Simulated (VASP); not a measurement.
Given:

```
CSi
1.0
    1.53757    -2.66315     0.00000
    1.53757     2.66315     0.00000
    0.00000     0.00000     5.04814
Si C
2 2
Cartesian
  1.53757  -0.88772   2.52204
  1.53757   0.88772   5.04610
  1.53757  -0.88772   4.41915
  1.53757   0.88772   1.89508
```

Level of theory: AM05 GGA, VASP's PBE PAW potentials (set 64) (plane waves; VASP 6.6.1). Numerical set-up: 520 eV cut-off, 8×8×4 Γ-centred mesh, Gaussian smearing of 0.050 eV, potentials Si C.

Predict the energy per atom (σ→0).

The energy per atom (σ→0) is -7.790 eV/atom.

Total energies compare only between runs with the same potentials, cut-off and functional.

The compound is SiC in the wurtzite structure, the rare 2H polytype. It was relaxed first. The start is the result of an earlier pass.
